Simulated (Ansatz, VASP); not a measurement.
**CdS (Hawleyite): VASP beside Ansatz**

Aim: how closely do two programs agree when they are given the same cell, functional and k mesh? The cell is taken from a series of runs on this material, whose earlier steps may have relaxed, scaled, displaced or heated it; both programs get it as it stands.

Program: Ansatz 0.2.0. Level of theory: plane waves, with VASP 6.6.1 beside it; relaxation of cell and atoms at LDA. Results are calculated unless marked as measured.

**1. Starting point**

The structure is cubic, space group F-43m (No. 216). Conventional cell: a = 5.757 Å, b = 5.757 Å, c = 5.757 Å, α = 90.00°, β = 90.00°, γ = 90.00°. Nearest to Cd lie 4 S at 2.49 Å. Nearest to S lie 4 Cd at 2.49 Å. Farther neighbours and most contacts between anions are not listed.

Coordinates:

```cif
data_structure
_symmetry_space_group_name_H-M 'P 1'
_symmetry_Int_Tables_number 1
_cell_length_a 4.0705
_cell_length_b 4.0705
_cell_length_c 4.0705
_cell_angle_alpha 60.000
_cell_angle_beta 60.000
_cell_angle_gamma 60.000
_cell_volume 47.69
loop_
_atom_site_label
_atom_site_type_symbol
_atom_site_fract_x
_atom_site_fract_y
_atom_site_fract_z
_atom_site_occupancy
Cd1 Cd 0.00000 0.00000 0.00000 1
S2 S 0.75000 0.75000 0.75000 1
```

**2. Ansatz: relaxation of cell and atoms, LDA**

Ansatz runs on its default PAW (the set named soft_2) files.

The relaxed volume is the usual yardstick between codes: in a stiff, nearly cubic crystal its relative difference is about their pressure difference at one cell divided by the bulk modulus.

Input file input.yaml:

```yaml
crystal:
  lattice:
    - [0.0, 2.8782541367, 2.8782541367]
    - [2.8782541367, 0.0, 2.8782541367]
    - [2.8782541367, 2.8782541367, 0.0]
  atoms:
    - { symbol: Cd, position: [0.0, 0.0, 0.0] }
    - { symbol: S, position: [0.75, 0.75, 0.75] }
kpoints:
  mp_grid: { grid: [8, 8, 8] }
hamiltonian:
  xc: lda
scf:
  occupations: { method: fixed }
output:
  forces: true
  stress: true
  eigenvalues: true
relax:
  adjacent_minimum: "off"
  f_tol: 0.001
  max_steps: 60
  cell: { stress_tol: 0.01 }
```

Started as:

```sh
$ ansatz run input.yaml --threads 2 --pin off --max-ram 5120MiB --backend cpu --events-out ev --progress --plain --runs-dir out
```

Numbers of over 12 decimals in the logs are rounded to 6 here.

Log:

```text
Engine: ansatz 0.2.0, x86_64-unknown-linux-gnu
Pseudopotentials: kind: paw
Pseudopotential: Cd, paw, valence charge 20, recommended cutoff 420 eV (normal), Cd.paw.azcp
Pseudopotential: S, paw, valence charge 6, recommended cutoff 420 eV (normal), S.paw.azcp
Functional definition: SPW92
  exchange = slater_x
  correlation = pw_c
Crystal: 2 atoms, lattice volume = 47.689 Å³
Basis set: ecut = 420 eV, 941 PW (Γ)
Bands: 17, of which v1, the nominal top of the filled ones, is band 13 counted from 1 (12 counted from 0)
Symmetry: 24 space group operations
Space group: F-43m (ITA 216), of the structure as read, at distance tolerance 3.6e-5 Å
k-points: 29 of 512 (time reversal used)
Non-local potential: Cd, projectors of the file, l = 0: 3, l = 1: 2, l = 2: 2, l = 3: 1
Non-local potential: S, projectors of the file, l = 0: 2, l = 1: 2, l = 2: 2
PAW form: soft (Blöchl's): semilocal exchange-correlation on the pseudo side does not see the compensation charge
PAW frozen core: Cd, regenerated for the run's functional, and the local potential with it (the file was generated under x = pbe(κ = 0.804, μ = 0.219515), c = pbe(β = 0.066725))
PAW frozen core: S, regenerated for the run's functional, and the local potential with it (the file was generated under x = pbe(κ = 0.804, μ = 0.219515), c = pbe(β = 0.066725))
PAW one-centre angular grid: Cd, 590 points (default); XC on 64 Gauss nodes
PAW one-centre angular grid: S, 110 points (default); XC on 64 Gauss nodes
Initial density: superposition of atomic densities (neutral atoms: chi_scale 0, normalization atom), corrected by the library's trained network
Initial wavefunctions: pseudopotential atomic-orbital guess
Functional: x = slater, c = lda
SCF iter   1: F=—  HF=-8988.655281 eV  |F-HF|=—  |Δ(HF+E_count)|=         —  Δρ=8.45e-3  dr2=3.24e-2  ethr=1.77e-3  ⟨swp⟩=4.9  Hψ=2124  notcnv=0  defer=53
preconditioner: auto → none  [insulator: Δε(μ)=0.850 eV  Ē_g=12.314 eV  n_scr=14 (ndim 8)  ℏωp=22.8 eV  f_vac=0.122  ε∞_Penn≈4.4]
SCF iter   2: F=—  HF=-8988.645242 eV  |F-HF|=—  |Δ(HF+E_count)|=   1.00e-2  Δρ=2.58e-3  dr2=1.34e-3  ethr=1.25e-4  ⟨swp⟩=2.0  Hψ=1019  notcnv=0  defer=55
SCF iter   3: F=—  HF=-8988.644822 eV  |F-HF|=—  |Δ(HF+E_count)|=   4.20e-4  Δρ=1.14e-3  dr2=2.80e-4  ethr=5.14e-6  ⟨swp⟩=2.1  Hψ=827  notcnv=0  defer=55
SCF iter   4: F=—  HF=-8988.644746 eV  |F-HF|=—  |Δ(HF+E_count)|=   7.58e-5  Δρ=2.04e-4  dr2=1.74e-5  ethr=1.08e-6  ⟨swp⟩=2.0  Hψ=808  notcnv=0  defer=27
SCF iter   5: F=—  HF=-8988.644742 eV  |F-HF|=—  |Δ(HF+E_count)|=   4.22e-6  Δρ=3.75e-5  dr2=2.98e-7  ethr=6.70e-8  ⟨swp⟩=2.0  Hψ=725  notcnv=0
SCF iter   6: F=-8988.644742 eV  HF=-8988.644742 eV  |F-HF|=3.73e-8  |Δ(HF+E_count)|=   1.07e-7  Δρ=1.24e-5  dr2=4.09e-8  ethr=3.85e-10  ⟨swp⟩=6.0  Hψ=2317  notcnv=0
SCF 1 converged in 6 iterations: F = -8988.644742 eV  dr2 = 4.09e-8
  greatest PAW one-centre occupation: 1.000 electrons in one spin orbital (limit 2), on the Cd atom at site 0 (counted from 0), in its partial waves of l = 0
relax step   1: F+E_penalty+E_count = -8988.64474164 eV  Δ(F+E_penalty+E_count) = +0.000e0 eV  max|allowed force component| = 1.573e-16 eV/Å  Δτ_max = 0.0000 Å  P = +0.003 GPa  Ω = 47.689 Å³  (6 SCF iters, dr2 threshold 1.00e-7 eV, accepted)
Initial density: handed on by an earlier stage of this run
Initial wavefunctions: pseudopotential atomic-orbital guess (no wavefunctions were taken with the density)
iter 1 solved again at ethr=1.21e-7 eV; its pass at ethr=3.10e-3 eV (dr2=3.15e-5 eV) is discarded
SCF iter   1: F=—  HF=-8988.644717 eV  |F-HF|=—  |Δ(HF+E_count)|=         —  Δρ=1.24e-5  dr2=4.12e-8  ethr=1.21e-7  ⟨swp⟩=3.0  Hψ=3444  notcnv=0  defer=55
preconditioner: auto → none  [insulator: Δε(μ)=0.947 eV  Ē_g=12.379 eV  n_scr=14 (ndim 8)  ℏωp=22.8 eV  f_vac=0.110  ε∞_Penn≈4.4]
SCF iter   2: F=—  HF=-8988.644742 eV  |F-HF|=—  |Δ(HF+E_count)|=   2.51e-5  Δρ=2.80e-6  dr2=3.55e-9  ethr=1.59e-10  ⟨swp⟩=2.0  Hψ=869  notcnv=0  defer=48
SCF iter   3: F=—  HF=-8988.644742 eV  |F-HF|=—  |Δ(HF+E_count)|=   1.08e-9  Δρ=1.33e-6  dr2=4.26e-10  ethr=1.37e-11  ⟨swp⟩=2.0  Hψ=732  notcnv=0  defer=48
SCF iter   4: F=—  HF=-8988.644742 eV  |F-HF|=—  |Δ(HF+E_count)|=  1.00e-10  Δρ=3.91e-7  dr2=8.58e-11  ethr=1.64e-12  ⟨swp⟩=2.8  Hψ=835  notcnv=0  defer=48
SCF iter   5: F=—  HF=-8988.644742 eV  |F-HF|=—  |Δ(HF+E_count)|=  2.55e-11  Δρ=8.74e-8  dr2=1.65e-12  ethr=3.30e-13 (applied; sched 1.00e-12)  ⟨swp⟩=2.0  Hψ=748  notcnv=0  defer=48
SCF iter   6: F=-8988.644742 eV  HF=-8988.644742 eV  |F-HF|=1.82e-12  |Δ(HF+E_count)|=  1.82e-12  Δρ=6.51e-9  dr2=1.12e-14  ethr=1.00e-12  ⟨swp⟩=6.4  Hψ=2219  notcnv=0
SCF 2 converged in 6 iterations: F = -8988.644742 eV  dr2 = 1.12e-14
relax step   2: F+E_penalty+E_count = -8988.64474166 eV  Δ(F+E_penalty+E_count) = -2.002e-8 eV  max|allowed force component| = 1.388e-16 eV/Å  Δτ_max = 0.0000 Å  P = +0.003 GPa  Ω = 47.689 Å³  stress off target by 3.37e-3 GPa  SCF on the basis re-selected at this cell (its energy is not comparable with the rows above)  (6 SCF iters)
basis re-selected at this cell: Δ(F+E_penalty+E_count) = -2.002e-8 eV, ΔP = +0.000 GPa vs the last step (what re-selecting the basis moved, of the pressure what is left beyond the Pulay correction that the steps carried, after the strain that the cell walked since its last selection, with what the two solves' SCF thresholds leave and, on support functions, any second-order correction that the steps lacked; it is no m [...]
SCF converged after 6 iterations
Free energy (F): -8988.644742 eV
Harris-Foulkes:  -8988.644742 eV  (|F-HF|=1.82e-12)
Internal energy: -8988.644742 eV  (E = F + TS)
E sigma→0 (E₀):  -8988.644742 eV
Fermi energy:    7.204945 eV
--- Per-component energies (eV) ---
  E_band       = -501.776599
  E_kinetic    = 612.868690
  E_local      = -3958.566216  (includes V_loc(G=0)·N_el)
  E_nonlocal   = 70.394259
  E_hartree    = 1814.820563
  E_xc         = -271.947351
  E_vxc        = -309.361644  (∫ρ·V_xc dr)
  E_paw        = -4516.209730  (= ΣΔE_a)
  E_vpaw       = -546.752833  (= ΣTr[D̂ρ^β])
  E_aug_tail   = 0.000013  (compensation charges beyond the density's cutoff)
  E_ewald      = -2740.924736
  E_core_change = 0.919766  (= ΣΔE_core)
  E_smearing   = -0.000000  (= −TS)
  E_closure    = 0.000000  (closes the sum)
  Σ components = -8988.644742   (vs F -8988.644742, Δ=0.00e0)
--- Forces (eV/Å), atoms counted from 1 ---
  atom   1  Cd    -0.00000000     0.00000000    -0.00000000
  atom   2  S      0.00000000    -0.00000000    -0.00000000
  max |Σ_I F_I| component: 9.25e-17 eV/Å
--- Stress (GPa, compression-positive) ---
        0.003372       0.000000      -0.000000
       -0.000000       0.003372       0.000000
       -0.000000       0.000000       0.003372
  P = ⅓ Tr σ = 0.0034 GPa (0.034 kbar)
--- Band table (eV; the first three rows and the last of 29) ---
  k-point 0: bands = [... 9 lower, -0.1728, 7.2049, 7.2049, 7.2049, 8.1519, 13.5281, 13.5281, 13.5281]
  k-point 1: bands = [... 9 lower, -0.1743, 6.0889, 7.0698, 7.0698, 9.0466, 13.2644, 13.7388, 13.7388]
  k-point 2: bands = [... 9 lower, -0.1687, 4.5343, 6.7670, 6.7670, 9.8264, 13.2970, 14.0624, 14.0624]
  k-point 28: bands = [... 9 lower, 0.5353, 3.0004, 4.6887, 4.8203, 12.4308, 12.6280, 14.2714, 14.9864]
--- Relaxed structure (1 steps of the walk, 1 accepted, 1 SCFs on fresh bases) ---
  F+E_penalty+E_count = -8988.64474166 eV   max|allowed force component| = 1.388e-16 eV/Å   (the final SCF, on the basis selected at the relaxed cell)
  cell:  # Å, volume = 47.6889 Å³
    - [0.0, 2.8782541367, 2.8782541367]
    - [2.8782541367, 0.0, 2.8782541367]
    - [2.8782541367, 2.8782541367, 0.0]
  atoms:
    - { symbol: Cd, position: [0.0, 0.0, 0.0] }
    - { symbol: S, position: [0.750000, 0.750000, 0.750000] }
```

Reading the cycles: dr2 is the Hartree energy of the density residual (eV), the measure of convergence; HF is the Harris–Foulkes estimate of the energy, which meets the free energy F at convergence.

**3. VASP: relaxation of cell and atoms, LDA**

The same cell, functional (in two slightly different forms) and mesh now go to VASP, with its own data sets.

Lines of VASP's logs that name or quote its potential files are left out, and so is its time.

Input file INCAR:

```
SYSTEM = CdS
PREC = Accurate
ENCUT = 500
EDIFF = 1E-07
NELM = 120
ISMEAR = 0
SIGMA = 0.01
LREAL = .FALSE.
ALGO = Normal
GGA = CA
NBANDS = 15
LORBIT = 11
LWAVE = .FALSE.
LCHARG = .FALSE.
ISIF = 3
IBRION = 2
NSW = 80
EDIFFG = -0.005
LASPH = .TRUE.
GGA_COMPAT = .FALSE.
NELMIN = 4
EFERMI = MIDGAP
```

Input file POSCAR:

```
CdS
1.0
    0.0000000000      2.8782540000      2.8782540000
    2.8782540000      0.0000000000      2.8782540000
    2.8782540000      2.8782540000      0.0000000000
Cd S
1 1
Direct
    0.0000000000      0.0000000000      0.0000000000
    0.7500000000      0.7500000000      0.7500000000
```

Input file KPOINTS:

```
Automatic mesh
0
Gamma
8 8 8
0 0 0
```

PAW data sets: Cd and S (LDA family, release 64).

Started as:

```sh
$ mpirun -np 1 vasp_std
```

Log:

```text
[banner, memory and clock lines left out]
running    1 mpi-ranks, on    1 nodes
 distrk:  each k-point on    1 cores,    1 groups
 distr:  one band on    1 cores,    1 groups

 POSCAR found type information on POSCAR CdS
 POSCAR found :  2 types and       2 ions
 LDA part: xc-table for (Slater(with rela. corr.)+CA(PZ))
 , standard interpolation
 POSCAR, INCAR and KPOINTS ok, starting setup
 FFT: planning ... GRIDC
 FFT: planning ... GRID_SOFT
 FFT: planning ... GRID
 WAVECAR not read
 entering main loop
       N       E                     dE             d eps       ncg     rms          rms(c)
DAV:   1     0.109618129294E+03    0.10962E+03   -0.88766E+03   878   0.106E+03
DAV:   2    -0.351917070679E+01   -0.11314E+03   -0.10726E+03  1017   0.270E+02
DAV:   3    -0.789362270163E+01   -0.43745E+01   -0.43626E+01  1129   0.551E+01
DAV:   4    -0.792113293596E+01   -0.27510E-01   -0.27508E-01  1024   0.433E+00
DAV:   5    -0.792149832038E+01   -0.36538E-03   -0.36538E-03  1164   0.474E-01    0.884E+00
DAV:   6    -0.743837827835E+01    0.48312E+00   -0.81006E-01  1289   0.128E+01    0.688E+00
DAV:   7    -0.741198235245E+01    0.26396E-01   -0.17249E-01  1073   0.315E+00    0.317E+00
DAV:   8    -0.740707042659E+01    0.49119E-02   -0.19053E-02   961   0.185E+00    0.265E-01
DAV:   9    -0.740660814488E+01    0.46228E-03   -0.23589E-03  1164   0.806E-01    0.506E-02
DAV:  10    -0.740659167200E+01    0.16473E-04   -0.20205E-04  1031   0.189E-01    0.547E-02
DAV:  11    -0.740660173562E+01   -0.10064E-04   -0.39458E-05  1017   0.652E-02    0.167E-02
DAV:  12    -0.740659779103E+01    0.39446E-05   -0.17467E-05  1287   0.585E-02    0.647E-03
DAV:  13    -0.740659783197E+01   -0.40939E-07   -0.11961E-06  1024   0.961E-03    0.188E-03
DAV:  14    -0.740659783678E+01   -0.48180E-08   -0.33788E-08   652   0.160E-03
   1 F= -.74065978E+01 E0= -.74065978E+01  d E =-.740660E+01
 curvature:   0.00 expect dE= 0.000E+00 dE for cont linesearch  0.000E+00
 trial: gam= 0.00000 g(F)=  0.204E-47 g(S)=  0.193E-02 ort = 0.000E+00 (trialstep = 0.100E+01)
 search vector abs. value=  0.193E-02
 bond charge predicted
       N       E                     dE             d eps       ncg     rms          rms(c)
DAV:   1    -0.743118002147E+01   -0.24582E-01   -0.45383E-01   940   0.875E+00    0.121E+00
DAV:   2    -0.740941392734E+01    0.21766E-01   -0.49973E-02  1017   0.350E+00    0.448E-01
DAV:   3    -0.740735628810E+01    0.20576E-02   -0.48985E-03  1122   0.813E-01    0.374E-01
DAV:   4    -0.740710590292E+01    0.25039E-03   -0.32929E-04   961   0.176E-01    0.732E-02
DAV:   5    -0.740708613571E+01    0.19767E-04   -0.46900E-05  1178   0.117E-01    0.161E-02
DAV:   6    -0.740708624757E+01   -0.11186E-06   -0.81353E-06   961   0.360E-02    0.109E-02
DAV:   7    -0.740708639726E+01   -0.14969E-06   -0.34282E-07  1031   0.423E-03    0.244E-03
DAV:   8    -0.740708637430E+01    0.22957E-07   -0.10748E-07   547   0.440E-03
   2 F= -.74070864E+01 E0= -.74070864E+01  d E =-.488538E-03
 trial-energy change:   -0.000489  1 .order   -0.000493   -0.001933    0.000947
 step:   0.6692(harm=  0.6710)  dis= 0.00000  next Energy=    -7.407243 (dE=-0.645E-03)
 bond charge predicted
       N       E                     dE             d eps       ncg     rms          rms(c)
DAV:   1    -0.740989754454E+01   -0.28111E-02   -0.49523E-02   933   0.287E+00    0.388E-01
DAV:   2    -0.740748847439E+01    0.24091E-02   -0.55893E-03  1017   0.118E+00    0.142E-01
DAV:   3    -0.740726959183E+01    0.21888E-03   -0.54097E-04  1115   0.264E-01    0.117E-01
DAV:   4    -0.740724422448E+01    0.25367E-04   -0.35926E-05   912   0.605E-02    0.233E-02
DAV:   5    -0.740724211213E+01    0.21124E-05   -0.47058E-06  1185   0.373E-02    0.656E-03
DAV:   6    -0.740724215830E+01   -0.46174E-07   -0.87091E-07   919   0.113E-02
   3 F= -.74072422E+01 E0= -.74072422E+01  d E =-.644322E-03
 curvature:  -0.34 expect dE=-0.397E-07 dE for cont linesearch -0.397E-07
 trial: gam= 0.00000 g(F)=  0.302E-46 g(S)=  0.118E-06 ort =-0.151E-04 (trialstep = 0.934E+00)
 search vector abs. value=  0.118E-06
 reached required accuracy - stopping structural energy minimisation
```

OUTCAR, selected parts (step 3):

```text
ion  position               nearest neighbor table
   1  0.000  0.000  0.000-   2 2.49   2 2.49   2 2.49   2 2.49
   2  0.750  0.750  0.750-   1 2.49   1 2.49   1 2.49   1 2.49

  LATTYP: Found a face centered cubic cell.
 ALAT       =     5.7565080000

 Subroutine GETGRP returns: Found 24 space group operations
 (whereof 24 operations were pure point group operations)

The static configuration has the point symmetry T_d .

 Found     29 irreducible k-points:

   k-points           NKPTS =     29   k-points in BZ     NKDIM =     29   number of bands    NBANDS=     15

   dimension x,y,z NGX =    30 NGY =   30 NGZ =   30
   dimension x,y,z NGXF=    60 NGYF=   60 NGZF=   60

   ENCUT  =  500.0 eV  36.75 Ry    6.06 a.u.   7.42  7.42  7.42*2*pi/ulx,y,z

   NELECT =      18.0000    total number of electrons

 k-points in reciprocal lattice and weights: Automatic mesh
   0.00000000  0.00000000  0.00000000       0.002
   0.12500000  0.00000000  0.00000000       0.016
   0.25000000  0.00000000  0.00000000       0.016
   0.37500000  0.00000000  0.00000000       0.016
   0.50000000  0.00000000  0.00000000       0.008
   0.12500000  0.12500000  0.00000000       0.012
   0.25000000  0.12500000  0.00000000       0.047
   0.37500000  0.12500000  0.00000000       0.047
   0.50000000  0.12500000  0.00000000       0.047
[...]
-0.37500000  0.50000000  0.12500000       0.023
  -0.25000000  0.50000000  0.25000000       0.012

 average (electrostatic) potential at core
       1 -39.9072       2 -89.6352

 E-fermi :   1.8910

 k-point     1 :       0.0000    0.0000    0.0000
  band No.  band energies     occupation
    ...
      5      -5.9642      2.00000
      6      -5.9642      2.00000
      7       1.4108      2.00000
      8       1.4108      2.00000
      9       1.4108      2.00000
     10       2.3713      0.00000
     11       7.7629      0.00000
     12       7.7629      0.00000
     13       7.7629      0.00000
     14      12.6637      0.00000
    ...

 k-point     2 :       0.1250    0.0000    0.0000
  band No.  band energies     occupation
    ...
      5      -5.9656      2.00000
      6      -5.9656      2.00000
      7       0.3017      2.00000
      8       1.2772      2.00000
      9       1.2772      2.00000
     10       3.2626      0.00000
     11       7.5012      0.00000
     12       7.9736      0.00000
     13       7.9736      0.00000
     14      12.2321      0.00000
    ...

 k-point     3 :       0.2500    0.0000    0.0000
  band No.  band energies     occupation
    ...
      5      -5.9601      2.00000
      6      -5.9601      2.00000
      7      -1.2423      2.00000
      8       0.9780      2.00000
      9       0.9780      2.00000
     10       4.0422      0.00000
     11       7.5340      0.00000
     12       8.2948      0.00000
     13       8.2948      0.00000
     14      11.9760      0.00000
    ...

  Total       -0.0012789     -0.0012789     -0.0012789      0.0000000      0.0000000      0.0000000
  in kB       -0.0426269     -0.0426269     -0.0426269      0.0000000      0.0000000      0.0000000
  external PRESSURE =      -0.0426269 kB  Pullay stress =       0.0000000 kB

  energy-cutoff  :      500.00
  volume of cell :       48.07
      direct lattice vectors                 reciprocal lattice vectors
     0.000000000  2.885846327  2.885846327    -0.173259399  0.173259399  0.173259399
     2.885846327  0.000000000  2.885846327     0.173259399 -0.173259399  0.173259399
     2.885846327  2.885846327 -0.000000000     0.173259399  0.173259399 -0.173259399

 POSITION                                       TOTAL-FORCE (eV/Angst)
 -----------------------------------------------------------------------------------
      0.00000      0.00000      0.00000         0.000000      0.000000      0.000000
      4.32877      4.32877      4.32877        -0.000000     -0.000000     -0.000000
 -----------------------------------------------------------------------------------
    total drift:                                0.000000      0.000000      0.000000

  FREE ENERGIE OF THE ION-ELECTRON SYSTEM (eV)
  ---------------------------------------------------
  free  energy   TOTEN  =        -7.4072421583 eV

  energy  without entropy=       -7.4072421583  energy(sigma->0) =       -7.40724216

 reached required accuracy - stopping structural energy minimisation

 total charge
# of ion       s       p       d       tot
------------------------------------------
    1        0.448   0.354   9.554  10.355
    2        1.322   2.390   0.000   3.712
--------------------------------------------------
tot          1.770   2.744   9.554  14.067

[... 3 further parts left out ...]
```

CONTCAR:

```
CdS
   1.00000000000000
     0.0000000000000000    2.8858463268655123    2.8858463268655123
     2.8858463268655123    0.0000000000000000    2.8858463268655123
     2.8858463268655123    2.8858463268655123   -0.0000000000000000
  Cd              S
     1     1
Direct
     0.0000000000000000    0.0000000000000000    0.0000000000000000
     0.7500000000000000    0.7500000000000000    0.7500000000000000
```

**4. Differences**

Known differences besides the potentials themselves: the two LDA forms differ slightly; fixed occupations in Ansatz, narrow Gaussian smearing in VASP; the data sets hold 26 valence electrons in Ansatz (on its default PAW (the set named soft_2) files) and 18 in VASP; the cutoff is 420 eV in Ansatz and 500 eV in VASP; VASP's log shows a relativistic correction to its local exchange, Ansatz's none; Ansatz adds a Pulay correction to the stress that steers its cell, VASP none. Total energies have different zeros and are not compared.

The two programs side by side:

```tsv
quantity	Ansatz	VASP	difference
volume (Å³)	47.69	48.07	-0.79 %
edge a after relaxation, in the typed setting (Å)	4.071	4.081	-0.26 %
```

**5. What came out**

| Property | Result |
| --- | --- |
| difference in volume (relaxation of cell and atoms, LDA) | -0.79 % |

What this shows: The difference in volume is -0.79 % (relaxation of cell and atoms, LDA), within the 1.2 % picked in this series as the mark of a large difference, as far as the stopping tolerances let one tell. The data sets hold unlike numbers of valence electrons (26 in Ansatz and 18 in VASP), so part of the differences comes from the potentials. Such differences can come from data sets, numerical settings and the points named under the comparisons, not from the functional's error against experiment.

[Lines on the potential files, build, host, timing and source positions are cut from VASP's logs without a mark.]

[Logs are printed without paths, hosts, clocks, repeated set-up lines and the standing remarks that a program may print on its own settings, such as how far it seeks lower states.]

[Hosts, paths, dates, database ids (printed as entryN), source tags and the programs' standing remarks are cut or masked in the printed files.]
